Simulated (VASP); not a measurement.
Consider the following.

```
CELL_PARAMETERS angstrom
      1.55351    -2.69076     0.00000
      1.55351     2.69076     0.00000
      0.00000     0.00000    12.16661
ATOMIC_POSITIONS crystal
  W  0.33333 0.66667 0.25000
  W  0.66667 0.33333 0.75000
  S  0.33333 0.66667 0.87650
  S  0.66667 0.33333 0.37650
  S  0.66667 0.33333 0.12350
  S  0.33333 0.66667 0.62350
```

Level of theory: PBE GGA with D3 dispersion (zero damping), VASP's PBE PAW potentials (set 64) (plane waves; VASP). Run with 520 eV cut-off, 8×8×2 Γ-centred mesh, Gaussian smearing of 0.050 eV, potentials W_sv S.

Q: The ions and cell shape at fixed volume are relaxed. Predict the relaxed structure.

A: 
```
CELL_PARAMETERS angstrom
      1.57130    -2.72157     0.00000
      1.57130     2.72157     0.00000
      0.00000     0.00000    11.89270
ATOMIC_POSITIONS crystal
  W  0.33333 0.66667 0.25000
  W  0.66667 0.33333 0.75000
  S  0.33333 0.66667 0.88242
  S  0.66667 0.33333 0.38242
  S  0.66667 0.33333 0.11758
  S  0.33333 0.66667 0.61758
```
Space group P6_3/mmc (194), at a tolerance of 0.03 Å.

Q: How much energy does the relaxation gain?

A: The energy (σ→0) changes by -26.2 meV/atom, in 8 ionic steps.

| step | E(σ→0) (eV) | max force (eV/Å) | pressure (GPa) | volume (Å³) |
|---|---|---|---|---|
| 1 | -48.5502 | 1.189 | 11.40 | 101.72 |
| 2 | -48.6550 | 0.177 | 4.50 | 101.72 |
| 3 | -48.6606 | 0.063 | 5.71 | 101.72 |
| 4 | -48.7010 | 0.042 | 4.34 | 101.72 |
| 5 | -48.7074 | 0.026 | 3.60 | 101.72 |
| 6 | -48.7074 | 0.025 | 3.56 | 101.72 |
| 7 | -48.7074 | 0.019 | 3.34 | 101.72 |
| 8 | -48.7075 | 0.001 | 3.44 | 101.72 |

The compound is WS2 in the 2H layered structure. This cell is one point of a volume scan, at 0.94 of the reference volume. Symmetry was kept, so distortions that lower it aren't found.
